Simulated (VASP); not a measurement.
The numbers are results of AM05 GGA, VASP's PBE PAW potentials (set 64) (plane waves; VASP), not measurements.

Input for VASP

**KPOINTS**
```
Automatic
0
G
 6 6 6
```

**INCAR**
```
ALGO = Normal
EDIFF = 1E-7
ENCUT = 520
GGA = AM
ISIF = 2
ISMEAR = -5
LASPH = .TRUE.
LCHARG = .TRUE.
LEFG = .TRUE.
LMAXMIX = 6
LORBIT = 11
LREAL = .FALSE.
LWAVE = .FALSE.
NEDOS = 601
NELM = 100
PREC = Accurate
SYSTEM = KTaO3
```

### POSCAR
```
KTaO3
1
    3.9934021789    -0.0000000000    -0.0000000000
    0.0000000000     3.9934021789    -0.0000000000
    0.0000000000     0.0000000000     3.9934021789
K Ta O
1 1 3
Direct
  0.0000000000   0.0000000000   0.0000000000
  0.5000000000   0.5000000000   0.5000000000
  0.5000000000   0.0000000000   0.5000000000
  0.0000000000   0.5000000000   0.5000000000
  0.5000000000   0.5000000000   0.0000000000
```

POTCAR, in this order: K_sv Ta_pv O (PBE.64 set). Program: vasp_std.

Unless said otherwise, spin-orbit coupling is left out, though it shifts the bands of the heavy elements here.

**Question.** Predict the energy per atom (σ→0), band gap (on the k-mesh).

**Answer.** 
| Quantity | Value |
|---|---|
| energy per atom (σ→0) | -807.6 kJ/mol of atoms |
| band gap (on the k-mesh) | 2.08 eV |

**OSZICAR**
```
...
DAV:   9    -0.418509198118E+02    0.67121E-02   -0.25419E-02  1263   0.118E+00    0.219E-01
DAV:  10    -0.418505320642E+02    0.38775E-03   -0.79476E-03  1267   0.681E-01    0.516E-02
DAV:  11    -0.418505836927E+02   -0.51629E-04   -0.41650E-04  1214   0.169E-01    0.364E-02
DAV:  12    -0.418506278937E+02   -0.44201E-04   -0.69516E-05  1338   0.609E-02    0.958E-03
DAV:  13    -0.418506276917E+02    0.20198E-06   -0.74769E-06  1272   0.184E-02    0.485E-03
DAV:  14    -0.418506278466E+02   -0.15492E-06   -0.78462E-07  1203   0.650E-03    0.101E-03
DAV:  15    -0.418506278638E+02   -0.17192E-07   -0.11422E-07   797   0.299E-03
   1 F= -.41850628E+02 E0= -.41850628E+02  d E =0.000000E+00
```

The compound is KTaO3 in the cubic perovskite structure. It was relaxed first.
